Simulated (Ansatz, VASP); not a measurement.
**One calculation of Li2BeS2, two programs**

```
CELL_PARAMETERS angstrom
3.26236 0.00000 0.00000
-1.63118 2.82529 0.00000
0.00000 0.00000 6.20309
ATOMIC_POSITIONS crystal
Li 0.00000 0.00000 0.34220
Li 0.33333 0.66667 0.84220
Be 0.33333 0.66667 0.21255
S 0.00000 0.00000 0.00000
S 0.33333 0.66667 0.50000
```

Alike in both runs: task single point; functional PBE; k mesh 6 × 6 × 4; occupations gaussian, width 0.1 eV; no spin polarisation.

|  | VASP | Ansatz |
| --- | --- | --- |
| version | VASP 6.6.1 | Ansatz 0.2.0 |
| potentials or method | VASP PAW PBE potentials, release 64 (Li_sv, Be, S) | scalar-relativistic, plane waves, PAW |
| plane-wave cutoff (eV) | 520 | 420 |
| valence electrons in the cell | 20 | 20 |

Ansatz gave:

- gap on the k mesh at the Fermi level (eV): 0.86
- least direct gap on the mesh (eV): 3.37
- rms of the force components (eV/Å): 1.370

Question: What did VASP give for the same quantities?

Answer: gap on the k mesh at the Fermi level (eV): 0.86; least direct gap on the mesh (eV): 3.38; rms of the force components (eV/Å): 1.376.

Atom by atom the forces differ by 0.009 eV/Å (rms over components).

Caveats: forces of over 1 eV/Å show positions far from the minimum, so gaps and moduli don't describe the material at rest. A k mesh can miss the band edges.
